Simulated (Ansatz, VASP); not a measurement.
This is a calculation of AlIn for Ansatz 0.2.0.

Contents of input.yaml:

```yaml
crystal:
  lattice:
    - [3.05413, 0.0, 0.0]
    - [-1.52707, 2.64496, 0.0]
    - [0.0, 0.0, 5.82802]
  atoms:
    - { symbol: Al, position: [0.0, 0.0, 0.0] }
    - { symbol: In, position: [0.0, 0.0, 0.5] }
hamiltonian:
  xc: pbe
  pseudopotentials: { kind: paw }
kpoints:
  mp_grid: { grid: [10, 10, 5] }
scf:
  occupations: { method: fermi_dirac, width: 0.05 }
output:
  forces: true
  stress: true
  eigenvalues: true
```

Potentials or basis: Ansatz PAW.

The run is started by

```sh
$ ansatz run input.yaml --threads 1 --pin off --max-ram 3584MiB --backend cpu --events-out ev --progress --plain --runs-dir out
```

**Question.** Translate it to VASP 6.6.1. Potentials there: VASP PAW PBE potentials, release 64 (Al, In_d).

**Answer.** As run (the cutoff follows the program's own potentials):

File INCAR:

```
SYSTEM = AlIn
PREC = Accurate ; ENCUT = 520
EDIFF = 1E-6 ; ISMEAR = -1
SIGMA = 0.05 ; LREAL = .False.
LASPH = .True. ; NELM = 60
ALGO = Normal ; ISIF = 2
LWAVE = .False. ; LCHARG = .True.
GGA = PE ; LELF = .True.
LVHAR = .True. ; NBANDS = 15
```

The input KPOINTS:

```
Automatic mesh
0
Gamma
  10 10 5
  0 0 0
```

POSCAR

```
AlIn
1.0
    3.0541300000      0.0000000000      0.0000000000
   -1.5270700000      2.6449600000      0.0000000000
    0.0000000000      0.0000000000      5.8280200000
Al In
1 1
Direct
    0.0000000000      0.0000000000      0.0000000000
    0.0000000000      0.0000000000      0.5000000000
```

Potentials or basis: VASP PAW PBE potentials, release 64 (Al, In_d).

Command:

```console
$ cat potpaw_PBE.64/Al/POTCAR potpaw_PBE.64/In_d/POTCAR > POTCAR
$ mpirun -np 1 vasp_std > vasp.out
```

Both were run:

|  | VASP | Ansatz | Ansatz less VASP |
| --- | --- | --- | --- |
| gap on the k mesh at the Fermi level (eV) | none | none | - |
| pressure (GPa) | -0.1 | -0.1 | +0.03 |
| largest component of the traceless stress (GPa) | 0.73 | 0.72 | -0.011 |

A gap of «none» marks a metal or a gap that the smearing closes.
